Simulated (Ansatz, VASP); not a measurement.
## Si (amorphous Si) in two plane-wave programs

Aim: how closely do two programs agree when they are given the same cell, functional and k mesh? The cell is taken from a series of runs on this material, whose earlier steps may have relaxed, scaled, displaced or heated it; both programs get it as it stands.

Method: plane waves, with VASP 6.6.1 beside it; single point at PBE, in Ansatz 0.2.0.

### 1. The starting structure

The cell holds 225 atoms: 225 Si. Cell: a = 16.453 Å, b = 16.453 Å, c = 16.453 Å, α = 90.0°, β = 90.0°, γ = 90.0°. As first built, before any earlier steps moved the atoms (in the runner's words): 225 atoms (225 Si) placed at random at 2.36 g/cm^3, melted at 2500 K for 10 ps at fixed volume with the EDIP (Justo, Bazant, Kaxiras, Bulatov and Yip, Phys. Rev. B 58, 2539 (1998)). Quenched from 2500 K to 100 K at 6 K/ps and fixed volume, held 5 ps.

### 2. VASP: single point, PBE

A single point gives forces, pressure and levels at one fixed geometry, so differences don't come from the geometry; what else differs is listed under the comparison.

Lines of VASP's logs that name or quote its potential files are left out, and so is its time.

INCAR

```
SYSTEM = Si
PREC = Accurate
ENCUT = 500
EDIFF = 1E-06
NELM = 120
ISMEAR = -1
SIGMA = 0.025
LREAL = Auto
ALGO = Normal
GGA = PE
NBANDS = 607
LORBIT = 11
LWAVE = .FALSE.
LCHARG = .FALSE.
ISIF = 2
LASPH = .TRUE.
GGA_COMPAT = .FALSE.
```

POSCAR

```
Si
1.0
   16.4529000000      0.0000000000      0.0000000000
    0.0000000000     16.4529000000      0.0000000000
    0.0000000000      0.0000000000     16.4529000000
Si
225
Direct
    0.8743600000      0.8235200000      0.5589600000
    0.7696000000      0.4415400000      0.1305100000
    0.4234200000      0.5658700000      0.4457400000
    0.1762000000      0.0414000000      0.8492100000
    0.8892000000      0.3392700000      0.9251200000
    0.8543900000      0.1017900000      0.1213100000
    0.5755600000      0.1381200000      0.5278300000
    0.2545000000      0.1180800000      0.6539300000
    0.5595900000      0.8868600000      0.3673800000
    0.0595800000      0.1587600000      0.0094100000
    0.5562700000      0.8624300000      0.5960100000
    0.4199800000      0.9586000000      0.1312800000
    0.1953800000      0.2853100000      0.0203800000
    0.9022600000      0.4475200000      0.0721700000
    0.8207100000      0.8987200000      0.8735200000
    0.7738300000      0.5082100000      0.5522700000
    0.6786000000      0.0002600000      0.6974700000
    0.6127900000      0.7984200000      0.2058000000
    0.5416000000      0.3954800000      0.8274900000
    0.5060500000      0.9291800000      0.8267700000
    0.7793800000      0.7794700000      0.6627400000
    0.4517400000      0.9666900000      0.6007300000
    0.2815100000      0.2888900000      0.5067700000
    0.0874800000      0.5746600000      0.4781200000
    0.8686900000      0.2390100000      0.1647300000
    0.7051000000      0.1897100000      0.9772900000
    0.0133400000      0.1302600000      0.4874800000
    0.1421700000      0.4271400000      0.7704300000
    0.9669200000      0.0573500000      0.0443500000
    0.9455600000      0.0842800000      0.3232500000
[... 189 atom lines left out ...]
    0.6189800000      0.5489900000      0.6937300000
    0.3656100000      0.3993300000      0.9761000000
    0.4518200000      0.2516500000      0.6895500000
    0.3904500000      0.7130200000      0.2101000000
    0.5541000000      0.7237900000      0.9239700000
    0.0243300000      0.9570500000      0.1378000000
```

KPOINTS

```
Automatic mesh
0
Gamma
1 1 1
0 0 0
```

The projector-augmented-wave data sets are Si (PBE family, release 64).

The run is started by

```
export OMP_NUM_THREADS=3
mpirun -np 1 vasp_gam
```

Numbers of over 12 decimals in the logs are rounded to 6 here.

Output:

```text
[banner, memory and clock lines left out]
running    1 mpi-ranks, on    1 nodes
[...]
Offloading initialized ...    1 GPUs detected
[...]
LDA part: xc-table for (Slater+PW92), standard interpolation
 POSCAR, INCAR and KPOINTS ok, starting setup
[...]
entering main loop
       N       E                     dE             d eps       ncg     rms          rms(c)
DAV:   1     0.432337120405E+04    0.43234E+04   -0.38357E+05  1214   0.127E+03
DAV:   2    -0.616870111984E+03   -0.49402E+04   -0.46384E+04  1533   0.215E+02
DAV:   3    -0.115811130608E+04   -0.54124E+03   -0.52206E+03  1524   0.620E+01
DAV:   4    -0.117690364388E+04   -0.18792E+02   -0.18515E+02  1484   0.132E+01
[...]
DAV:  18    -0.115694874031E+04   -0.19944E-04   -0.63951E-05  1364   0.874E-03    0.108E-02
DAV:  19    -0.115694874275E+04   -0.24461E-05   -0.11975E-05  1460   0.391E-03    0.717E-03
DAV:  20    -0.115694874306E+04   -0.30545E-06   -0.21070E-06   948   0.190E-03
   1 F= -.11569487E+04 E0= -.11568897E+04  d E =-.118072E+00
```

From OUTCAR (step 2):

```text
  FREE ENERGIE OF THE ION-ELECTRON SYSTEM (eV)
  ---------------------------------------------------
  free  energy   TOTEN  =     -1156.9487430569 eV

  energy  without entropy=    -1156.8306707214  energy(sigma->0) =    -1156.88970689

[... 1 further part left out ...]
```

The run ends at a pressure of 0.84 GPa, with forces up to 1.8 eV/Å.

### 3. Ansatz: single point, PBE

Ansatz runs on its default PAW (the set named soft_2) files.

The same cell, functional, mesh and smearing now go to Ansatz, which takes its cutoff from its data sets.

input.yaml

```yaml
crystal:
  lattice:
    - [16.4529, 0.0, 0.0]
    - [0.0, 16.4529, 0.0]
    - [0.0, 0.0, 16.4529]
  atoms:
    - { symbol: Si, position: [0.87436, 0.82352, 0.55896] }
    - { symbol: Si, position: [0.7696, 0.44154, 0.13051] }
    - { symbol: Si, position: [0.42342, 0.56587, 0.44574] }
    - { symbol: Si, position: [0.1762, 0.0414, 0.84921] }
    - { symbol: Si, position: [0.8892, 0.33927, 0.92512] }
    - { symbol: Si, position: [0.85439, 0.10179, 0.12131] }
    - { symbol: Si, position: [0.57556, 0.13812, 0.52783] }
    - { symbol: Si, position: [0.2545, 0.11808, 0.65393] }
    - { symbol: Si, position: [0.55959, 0.88686, 0.36738] }
    - { symbol: Si, position: [0.05958, 0.15876, 0.00941] }
    - { symbol: Si, position: [0.55627, 0.86243, 0.59601] }
    - { symbol: Si, position: [0.41998, 0.9586, 0.13128] }
    - { symbol: Si, position: [0.19538, 0.28531, 0.02038] }
    - { symbol: Si, position: [0.90226, 0.44752, 0.07217] }
    - { symbol: Si, position: [0.82071, 0.89872, 0.87352] }
    - { symbol: Si, position: [0.77383, 0.50821, 0.55227] }
    - { symbol: Si, position: [0.6786, 0.00026, 0.69747] }
    - { symbol: Si, position: [0.61279, 0.79842, 0.2058] }
    - { symbol: Si, position: [0.5416, 0.39548, 0.82749] }
    - { symbol: Si, position: [0.50605, 0.92918, 0.82677] }
    - { symbol: Si, position: [0.77938, 0.77947, 0.66274] }
    - { symbol: Si, position: [0.45174, 0.96669, 0.60073] }
    - { symbol: Si, position: [0.28151, 0.28889, 0.50677] }
    - { symbol: Si, position: [0.08748, 0.57466, 0.47812] }
    - { symbol: Si, position: [0.86869, 0.23901, 0.16473] }
    - { symbol: Si, position: [0.7051, 0.18971, 0.97729] }
    - { symbol: Si, position: [0.01334, 0.13026, 0.48748] }
    - { symbol: Si, position: [0.14217, 0.42714, 0.77043] }
    - { symbol: Si, position: [0.96692, 0.05735, 0.04435] }
    - { symbol: Si, position: [0.94556, 0.08428, 0.32325] }
[... 189 atom lines left out ...]
    - { symbol: Si, position: [0.61898, 0.54899, 0.69373] }
    - { symbol: Si, position: [0.36561, 0.39933, 0.9761] }
    - { symbol: Si, position: [0.45182, 0.25165, 0.68955] }
    - { symbol: Si, position: [0.39045, 0.71302, 0.2101] }
    - { symbol: Si, position: [0.5541, 0.72379, 0.92397] }
    - { symbol: Si, position: [0.02433, 0.95705, 0.1378] }
kpoints:
  mp_grid: { grid: [1, 1, 1] }
hamiltonian:
  xc: pbe
scf:
  occupations: { method: fermi_dirac, width: 0.025 }
output:
  forces: true
  stress: true
  populations: true
  dos:
    method: { smearing: { sigma: 0.08 } }
    de: 0.1
    projected: { site_lists: { Si: [Si] } }
  eigenvalues: true
  write_density: true
  write_potential: true
  volumetric_format: npy
```

The run is started by

```
ansatz run input.yaml --threads 8 --pin off --max-ram 15872MiB --backend cpu --events-out ev --progress --plain --runs-dir out
```

Output:

```text
Engine: ansatz 0.2.0, aarch64-unknown-linux-gnu
Pseudopotentials: kind: paw
Pseudopotential: Si, paw, valence charge 4, recommended cutoff 420 eV (normal), Si.paw.azcp
Functional definition: PBE
  parameter kappa = 0.804
  parameter beta = 0.066725
  exchange = pbe_x(kappa = kappa, mu = beta*pi^2/3)
  correlation = pbe_c(beta = beta)
Crystal: 225 atoms, lattice volume = 4453.766 Å³
Basis set: ecut = 420 eV, 87079 PW (Γ), exchange–correlation on 240×240×240 points (8 copies of the dense FFT grid, shifted against one another)
Bands: 675, of which v1, the nominal top of the filled ones, is band 450 counted from 1 (449 counted from 0)
Symmetry: 1 space group operations
Space group: P1 (ITA 1), of the structure as read, at distance tolerance 1.6e-4 Å
k-points: 1
Non-local potential: Si, projectors of the file, l = 0: 2, l = 1: 2, l = 2: 2
PAW form: soft (Blöchl's): semilocal exchange-correlation on the pseudo side does not see the compensation charge
PAW one-centre angular grid: Si, 110 points (default); XC on 64 Gauss nodes
Initial density: superposition of atomic densities (neutral atoms: chi_scale 0, normalization atom), corrected by the library's trained network
Initial wavefunctions: pseudopotential atomic-orbital guess
Functional: x = pbe(κ = 0.804, μ = 0.219515), c = pbe(β = 0.066725)
SCF iter   1: F=—  HF=-142993.877357 eV  |F-HF|=—  |Δ(HF+E_count)|=         —  Δρ=3.23e-3  dr2=1.37e0  ethr=1.77e-3  ⟨swp⟩=6.0  Hψ=3138  notcnv=0  defer=107
preconditioner: auto → Resta (q_TF=auto, 2.090 Å⁻¹)  ε∞=5.8  [insulator: Δε(μ)=0.062 eV  Ē_g=7.581 eV  σ=0.025 eV  W_gap=0.55  n_scr=690 (ndim 8)  ℏωp=16.7 eV  f_vac=0.001  D(μ)=48.43/eV (n_scr^D=202)  ε∞_Penn≈5.8]
SCF iter   2: F=—  HF=-142993.744037 eV  |F-HF|=—  |Δ(HF+E_count)|=   1.33e-1  Δρ=1.72e-3  dr2=2.45e-1  ethr=1.52e-4  ⟨swp⟩=2.0  Hψ=778  notcnv=0  defer=174
preconditioner: auto → Kerker (q_TF=auto, 2.090 Å⁻¹)  [metal: Δε(μ)=0.053 eV  Ē_g=7.580 eV  σ=0.025 eV  W_gap=0.48  n_scr=690 (ndim 8)  ℏωp=16.7 eV  f_vac=0.001  D(μ)=54.74/eV (n_scr^D=250)]
SCF iter   3: F=—  HF=-142993.721456 eV  |F-HF|=—  |Δ(HF+E_count)|=   2.26e-2  Δρ=4.10e-4  dr2=3.11e-2  ethr=2.72e-5  ⟨swp⟩=2.0  Hψ=748  notcnv=0  defer=188
SCF iter   4: F=—  HF=-142993.723329 eV  |F-HF|=—  |Δ(HF+E_count)|=   1.87e-3  Δρ=9.94e-5  dr2=2.44e-3  ethr=3.46e-6  ⟨swp⟩=3.0  Hψ=927  notcnv=0  defer=188
SCF iter   5: F=—  HF=-142993.723605 eV  |F-HF|=—  |Δ(HF+E_count)|=   2.76e-4  Δρ=3.66e-5  dr2=5.82e-4  ethr=2.71e-7  ⟨swp⟩=3.0  Hψ=952  notcnv=0  defer=188
SCF iter   6: F=—  HF=-142993.723671 eV  |F-HF|=—  |Δ(HF+E_count)|=   6.54e-5  Δρ=1.24e-5  dr2=5.35e-5  ethr=6.46e-8  ⟨swp⟩=2.0  Hψ=700  notcnv=0  defer=188
SCF iter   7: F=—  HF=-142993.723897 eV  |F-HF|=—  |Δ(HF+E_count)|=   2.26e-4  Δρ=4.53e-6  dr2=5.95e-6  ethr=5.95e-9  ⟨swp⟩=2.0  Hψ=887  notcnv=0  defer=188
SCF iter   8: F=—  HF=-142993.723898 eV  |F-HF|=—  |Δ(HF+E_count)|=   1.24e-6  Δρ=1.65e-6  dr2=7.56e-7  ethr=6.61e-10  ⟨swp⟩=2.0  Hψ=709  notcnv=0  defer=188
SCF iter   9: F=—  HF=-142993.723898 eV  |F-HF|=—  |Δ(HF+E_count)|=   2.06e-7  Δρ=6.24e-7  dr2=1.12e-7  ethr=1.11e-11  ⟨swp⟩=20.0  Hψ=6359  notcnv=0
SCF iter  10: F=-142993.723898 eV  HF=-142993.723898 eV  |F-HF|=3.03e-9  |Δ(HF+E_count)|=   3.79e-8  Δρ=2.21e-7  dr2=1.36e-8  ethr=1.11e-11  ⟨swp⟩=8.0  Hψ=3479  notcnv=0
SCF 1 converged in 10 iterations: F = -142993.723898 eV  dr2 = 1.36e-8
  greatest PAW one-centre occupation: 0.692 electrons in one spin orbital (limit 2), on the Si atom at site 54 (counted from 0), in its partial waves of l = 0
SCF converged after 10 iterations
Free energy (F): -142993.723898 eV
Harris-Foulkes:  -142993.723898 eV  (|F-HF|=3.03e-9)
Internal energy: -142993.605637 eV  (E = F + TS)
E sigma→0 (E₀):  -142993.664768 eV
Entropy (-TS):   -0.118261 eV (-0.526 meV/atom)
Fermi energy:    6.562857 eV
--- Per-component energies (eV) ---
  E_band       = 1181.629094
  E_kinetic    = 9032.909982
  E_local      = -6857.847738  (includes V_loc(G=0)·N_el)
  E_nonlocal   = 5821.061669
  E_hartree    = 2106.634493
  E_xc         = -12406.963786
  E_vxc        = -10502.192791  (∫ρ·V_xc dr)
  E_paw        = -115342.080946  (= ΣΔE_a)
  E_vpaw       = -525.573073  (= ΣTr[D̂ρ^β])
  E_aug_tail   = 0.001441  (compensation charges beyond the density's cutoff)
  E_ewald      = -25347.320754
  E_smearing   = -0.118261  (= −TS)
  E_closure    = -0.000000  (closes the sum)
  Σ components = -142993.723898   (vs F -142993.723898, Δ=0.00e0)
--- Forces (eV/Å), atoms counted from 1 ---
  atom   1  Si    -0.03205573    -0.52763357    -0.05725823
  atom   2  Si     0.05148306    -0.32929656    -0.16980573
  atom   3  Si     0.04907089     0.37115067     0.27442002
  atom   4  Si    -0.39027427     0.22847170    -0.26534188
  atom   5  Si    -0.50609390    -0.46180259    -0.54117684
  atom   6  Si     0.07399503     0.36105781     0.01968369
[...]
--- Löwdin populations: 225 sites ---
  site symbol       q [e]
     0     Si      3.9809
     1     Si      3.9860
     2     Si      3.9208
     3     Si      3.9834
     4     Si      3.9399
     5     Si      3.9609
     6     Si      3.9861
     7     Si      3.9460
     8     Si      3.9577
     9     Si      3.9771
    10     Si      3.9027
    11     Si      3.9763
    12     Si      3.8270
    13     Si      3.9256
    14     Si      3.9639
    15     Si      3.9888
    16     Si      3.9809
    17     Si      3.9060
    18     Si      3.9705
    19     Si      3.9718
    20     Si      3.9535
    21     Si      3.9521
    22     Si      3.9588
    23     Si      3.9608
[...]
217     Si      3.9511
   218     Si      3.9579
   219     Si      3.9346
   220     Si      3.9534
   221     Si      3.9761
   222     Si      3.9710
   223     Si      3.9443
   224     Si      3.9218
  spilling = 0.012223 (of n_electrons = 900.000000)
```

### 4. Comparison

Known differences besides the potentials themselves: the cutoff is 420 eV in Ansatz and 500 eV in VASP (PREC = Accurate, projectors in real space). Total energies have different zeros and are not compared.

The two programs side by side:

```
      quantity  Ansatz  VASP  difference
pressure (GPa)    0.92  0.84       +0.08
```

Forces on 9 of the 225 atoms, those with the largest forces and the largest differences (eV/Å; atoms numbered as in POSCAR):

| atom | Ansatz x, y, z | VASP x, y, z |
| --- | --- | --- |
| Si12 | 0.278, -0.883, -0.556 | 0.275, -0.884, -0.558 |
| Si21 | 1.639, 0.714, -0.281 | 1.648, 0.723, -0.270 |
| Si37 | 1.236, -0.155, 0.186 | 1.244, -0.158, 0.184 |
| Si42 | -0.011, 1.276, -0.029 | -0.010, 1.282, -0.028 |
| Si109 | -0.030, 0.019, 0.045 | -0.039, 0.018, 0.037 |
| Si145 | -0.007, -0.274, -0.431 | -0.009, -0.284, -0.435 |
| Si148 | 0.669, -0.991, -0.241 | 0.664, -0.993, -0.245 |
| Si170 | 0.714, 0.534, 0.710 | 0.716, 0.537, 0.714 |
| Si206 | 0.422, -0.960, -0.477 | 0.420, -0.957, -0.477 |

The forces differ by 3.3 meV/Å r.m.s., which is 0.9 % of the r.m.s. force of 0.368 eV/Å (both taken over all components).

### 5. What came out

* r.m.s. force difference (single point, PBE): 0.89 % of the r.m.s. force

What this shows: The r.m.s. force difference is 0.89 % of the r.m.s. force (single point, PBE), within the 3 % picked in this series as the mark of a large difference. How closely two codes agree says nothing of how well the functional describes the real material.

[Lines on the potential files, build, host, timing and source positions are cut from VASP's logs without a mark.]

[Logs are printed without paths, hosts, clocks, repeated set-up lines and the standing remarks that a program may print on its own settings, such as how far it seeks lower states.]

[Hosts, paths, dates, database ids (printed as entryN), source tags and the programs' standing remarks are cut or masked in the printed files.]
